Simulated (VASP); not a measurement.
# HfTi (space group P-6m2): computed properties

Computed with r2SCAN meta-GGA, VASP's PBE PAW potentials (set 64) (plane waves; VASP).

For HfTi, the space group is P-6m2 (187). The cell is a = 3.0879 Å, b = 3.0879 Å, c = 4.8155 Å, α = 90.00°, β = 90.00°, γ = 120.00°, the volume per atom is 19.88 Å^3/atom and the band gap (over mesh and band path) is none (metal, semimetal or under 0.01 eV). The band gap with spin-orbit coupling is none (metallic). The density is 9.45 g/cm³.

```cif
data_HfTi
_chemical_formula_sum 'Hf1 Ti1'
_space_group_name_H-M_alt 'P 1'
_space_group_IT_number 1
_cell_length_a 3.08788
_cell_length_b 3.08788
_cell_length_c 4.81547
_cell_angle_alpha 90.000
_cell_angle_beta 90.000
_cell_angle_gamma 120.000
loop_
_space_group_symop_operation_xyz
  'x, y, z'
loop_
_atom_site_label
_atom_site_type_symbol
_atom_site_fract_x
_atom_site_fract_y
_atom_site_fract_z
_atom_site_occupancy
Hf1 Hf 0.66667 0.33333 0.50000 1
Ti1 Ti 0.33333 0.66667 0.00000 1
```

Unless said otherwise, spin-orbit coupling is left out, though it shifts the bands of the heavy elements here.

The structure comes from a computed database's HfTi entry (P-6m2); how it stands against other phases isn't given here. It was relaxed first. Symmetry was kept, so distortions that lower it aren't found.
